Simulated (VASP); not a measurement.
A VASP calculation is set up with these files.

**POSCAR**
```
CaO
1
    0.0000000000     2.4531000000     2.4531000000
    2.4531000000     0.0000000000     2.4531000000
    2.4531000000     2.4531000000     0.0000000000
Ca O
1 1
Direct
  0.0000000000   0.0000000000   0.0000000000
  0.5000000000   0.5000000000   0.5000000000
```

KPOINTS:
```
Automatic mesh
0
Gamma
7 7 7
0 0 0
```

**INCAR**
```
SYSTEM = CaO
PREC = Accurate
ENCUT = 300
EDIFF = 1E-6
NELM = 100
ALGO = Normal
LREAL = .FALSE.
LASPH = .TRUE.
ISMEAR = 0
SIGMA = 0.05
GGA = PE
LWAVE = .FALSE.
LCHARG = .FALSE.
ISIF = 3
IBRION = 2
NSW = 40
EDIFFG = -0.01
```

POTCAR, in this order: Ca_sv O (PBE.64 set). Program: vasp_std.

What VASP printed:

standard output:
```
...
DAV:   1    -0.193840263626E+02   -0.72591E+01   -0.19359E+02   504   0.182E+02    0.159E+01
DAV:   2    -0.148429605022E+02    0.45411E+01   -0.21085E+01   712   0.401E+01    0.893E+00
DAV:   3    -0.133658212089E+02    0.14771E+01   -0.42682E+00   828   0.208E+01    0.259E+00
DAV:   4    -0.132826122145E+02    0.83209E-01   -0.13524E+00   768   0.100E+01    0.168E+00
DAV:   5    -0.132727809375E+02    0.98313E-02   -0.10173E-02   564   0.110E+00    0.178E+00
DAV:   6    -0.133772223546E+02   -0.10444E+00   -0.11045E-01   780   0.315E+00    0.329E-01
DAV:   7    -0.133760400392E+02    0.11823E-02   -0.45386E-03   596   0.648E-01    0.930E-02
DAV:   8    -0.133755290266E+02    0.51101E-03   -0.43685E-04   676   0.214E-01    0.704E-02
DAV:   9    -0.133756830484E+02   -0.15402E-03   -0.66556E-04   756   0.202E-01    0.265E-02
DAV:  10    -0.133756895869E+02   -0.65385E-05   -0.45857E-06   544   0.292E-02    0.885E-03
DAV:  11    -0.133756889459E+02    0.64100E-06   -0.83833E-07   320   0.916E-03
   3 F= -.13375689E+02 E0= -.13375689E+02  d E =-.434004E+00
 ZBRENT: interpolating
 bond charge predicted
       N       E                     dE             d eps       ncg     rms          rms(c)
DAV:   1    -0.133861712408E+02   -0.10482E-01   -0.23067E-01   532   0.583E+00    0.613E-01
DAV:   2    -0.133790931878E+02    0.70781E-02   -0.22318E-02   540   0.149E+00    0.246E-01
DAV:   3    -0.133776777743E+02    0.14154E-02   -0.34688E-03   796   0.762E-01    0.763E-02
DAV:   4    -0.133776167368E+02    0.61038E-04   -0.91540E-04   748   0.272E-01    0.298E-02
DAV:   5    -0.133776192090E+02   -0.24722E-05   -0.84888E-06   580   0.303E-02    0.306E-02
DAV:   6    -0.133776924069E+02   -0.73198E-04   -0.63463E-05   756   0.399E-02    0.204E-02
DAV:   7    -0.133777087040E+02   -0.16297E-04   -0.13554E-05   768   0.317E-02    0.897E-03
DAV:   8    -0.133777090711E+02   -0.36712E-06   -0.33254E-07   296   0.868E-03
   4 F= -.13377709E+02 E0= -.13377709E+02  d E =-.436024E+00
 ZBRENT: interpolating
 bond charge predicted
       N       E                     dE             d eps       ncg     rms          rms(c)
DAV:   1    -0.133787897831E+02   -0.10811E-02   -0.29228E-02   532   0.208E+00    0.217E-01
DAV:   2    -0.133778988158E+02    0.89097E-03   -0.28509E-03   536   0.532E-01    0.875E-02
DAV:   3    -0.133777160529E+02    0.18276E-03   -0.43808E-04   800   0.272E-01    0.272E-02
DAV:   4    -0.133777097339E+02    0.63190E-05   -0.11770E-04   748   0.978E-02    0.108E-02
DAV:   5    -0.133777112432E+02   -0.15093E-05   -0.10672E-06   464   0.109E-02    0.111E-02
DAV:   6    -0.133777219444E+02   -0.10701E-04   -0.10329E-05   740   0.156E-02    0.683E-03
DAV:   7    -0.133777239748E+02   -0.20304E-05   -0.65008E-07   348   0.102E-02    0.245E-03
DAV:   8    -0.133777241424E+02   -0.16756E-06   -0.23512E-07   240   0.471E-03
   5 F= -.13377724E+02 E0= -.13377724E+02  d E =-.436039E+00
 ZBRENT: accuracy reached
 bond charge predicted
       N       E                     dE             d eps       ncg     rms          rms(c)
DAV:   1    -0.133787827576E+02   -0.10588E-02   -0.29248E-02   532   0.208E+00    0.218E-01
DAV:   2    -0.133778879721E+02    0.89479E-03   -0.28399E-03   536   0.531E-01    0.884E-02
DAV:   3    -0.133777136817E+02    0.17429E-03   -0.44198E-04   796   0.272E-01    0.274E-02
DAV:   4    -0.133777026175E+02    0.11064E-04   -0.11832E-04   752   0.978E-02    0.108E-02
DAV:   5    -0.133777000457E+02    0.25718E-05   -0.10737E-06   472   0.109E-02    0.112E-02
DAV:   6    -0.133777092225E+02   -0.91768E-05   -0.10835E-05   728   0.164E-02    0.662E-03
DAV:   7    -0.133777090383E+02    0.18417E-06   -0.56084E-07   360   0.967E-03
   6 F= -.13377709E+02 E0= -.13377709E+02  d E =0.151041E-04
 trial-energy change:    0.000015  1 .order    0.000011   -0.000166    0.000187
 bond charge predicted
       N       E                     dE             d eps       ncg     rms          rms(c)
DAV:   1    -0.133780909438E+02   -0.38172E-03   -0.88472E-03   532   0.114E+00    0.121E-01
DAV:   2    -0.133778185898E+02    0.27235E-03   -0.85260E-04   536   0.292E-01    0.492E-02
DAV:   3    -0.133777597632E+02    0.58827E-04   -0.13532E-04   800   0.150E-01    0.151E-02
DAV:   4    -0.133777580662E+02    0.16970E-05   -0.35127E-05   748   0.533E-02    0.581E-03
DAV:   5    -0.133777591101E+02   -0.10439E-05   -0.30976E-07   328   0.594E-03    0.587E-03
DAV:   6    -0.133777604037E+02   -0.12936E-05   -0.22763E-07   280   0.296E-03    0.516E-03
DAV:   7    -0.133777626561E+02   -0.22524E-05   -0.33183E-06   628   0.111E-02    0.265E-03
DAV:   8    -0.133777632636E+02   -0.60755E-06   -0.35599E-08   240   0.191E-03
   7 F= -.13377763E+02 E0= -.13377763E+02  d E =-.391212E-04
 reached required accuracy - stopping structural energy minimisation
```

OUTCAR:
```
------------------------ aborting loop because EDIFF is reached ----------------------------------------
  FORCE on cell =-STRESS in cart. coord.  units (eV):
  Direction    XX          YY          ZZ          XY          YZ          ZX
  --------------------------------------------------------------------------------------
  Total       -0.0012578     -0.0012578     -0.0012578     -0.0000000      0.0000000      0.0000000
  in kB       -0.0801117     -0.0801117     -0.0801117     -0.0000000      0.0000000      0.0000000
  external PRESSURE =      -0.0801117 kB  Pullay stress =       0.0000000 kB
  volume of cell :       25.16
      direct lattice vectors                 reciprocal lattice vectors
    -0.000000000  2.325593028  2.325593028    -0.214998925  0.214998925  0.214998925
     2.325593028 -0.000000000  2.325593028     0.214998925 -0.214998925  0.214998925
     2.325593028  2.325593028 -0.000000000     0.214998925  0.214998925 -0.214998925
  FREE ENERGIE OF THE ION-ELECTRON SYSTEM (eV)
  ---------------------------------------------------
  free  energy   TOTEN  =       -13.3777632636 eV

  energy  without entropy=      -13.3777632636  energy(sigma->0) =      -13.37776326

 reached required accuracy - stopping structural energy minimisation
```
(Selected blocks of OUTCAR.)

**Question.** Read the log: what went wrong, and how is it fixed?

**Answer.** The cause: ENCUT is too low for a cell relaxation, so Pulay stress biases the volume. The run ends without an error. Against the sound run, the energy per atom (σ→0) falls by 0.285 eV/atom; the pressure falls by 0.01 GPa; the band gap decreases by 0.01 eV; the volume decreases by 11 %. To mend it, set ENCUT = 520.

The mended run (PBE GGA, plane waves, VASP's PBE PAW potentials (set 64)) converges, and its OSZICAR ends with
```
   3 F= -.12806920E+02 E0= -.12806920E+02  d E =-.153587E-01
```

The compound is CaO in the rock salt structure.
